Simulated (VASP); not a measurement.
The system is WC.

```
W C
1.0
     2.90650    0.00000    0.00000
    -1.45325    2.51710    0.00000
     0.00000    0.00000    2.83660
W C
1 1
Direct
  0.00000 0.00000 0.00000
  0.66667 0.33333 0.50000
```

```yaml
Program: VASP 6.6.1
Task: relaxation of cell and atoms
Functional: LDA
Potentials_or_basis: VASP PAW LDA potentials, release 64 (W_sv, C)
Cutoff: 520 eV
k_mesh: 18 × 18 × 14
Occupations: gaussian, width 0.1 eV
Spin: no spin polarisation
```

At the start: pressure -7.4 GPa; volume 10.38 Å³/atom.

Task: How do energy, volume and symmetry change on relaxing?

Result: Over 16 steps the energy falls by 4.3 meV/atom and the volume is 10.19 Å³/atom (-1.8 %); space group P-6m2 (No. 187, to 0.05 Å).

The path:
| step | energy change (eV) | largest force (eV/Å) | pressure (GPa) | volume (Å³) |
| --- | --- | --- | --- | --- |
| 1 | 0.0000 | 0.0000 | -7.38 | 20.75 |
| 2 | 0.0689 | 0.0000 | 24.77 | 19.35 |
| 3 | -0.0087 | 0.0000 | -0.20 | 20.39 |
| 4 | -0.0087 | 0.0000 | -0.04 | 20.39 |
| 5 | -0.0087 | 0.0000 | 0.11 | 20.38 |
| 6 | -0.0087 | 0.0000 | -0.32 | 20.40 |
| 7 | -0.0087 | 0.0000 | -0.07 | 20.39 |
| 8 | -0.0087 | 0.0000 | -0.07 | 20.39 |
| 9 | -0.0087 | 0.0000 | -0.07 | 20.38 |
| 10 | -0.0087 | 0.0000 | 0.11 | 20.38 |
| 11 | -0.0087 | 0.0000 | 0.02 | 20.38 |
| 12 | -0.0087 | 0.0000 | 0.02 | 20.38 |
| 13 | -0.0087 | 0.0000 | -0.02 | 20.38 |
| 14 | -0.0087 | 0.0000 | 0.00 | 20.38 |
| 15 | -0.0087 | 0.0000 | 0.00 | 20.38 |
| 16 | -0.0087 | 0.0000 | 0.00 | 20.38 |

Final structure:
```
CELL_PARAMETERS angstrom
2.88953 0.00000 0.00000
-1.44476 2.50240 0.00000
0.00000 0.00000 2.81874
ATOMIC_POSITIONS crystal
W 0.00000 0.00000 0.00000
C 0.66667 0.33333 0.50000
```
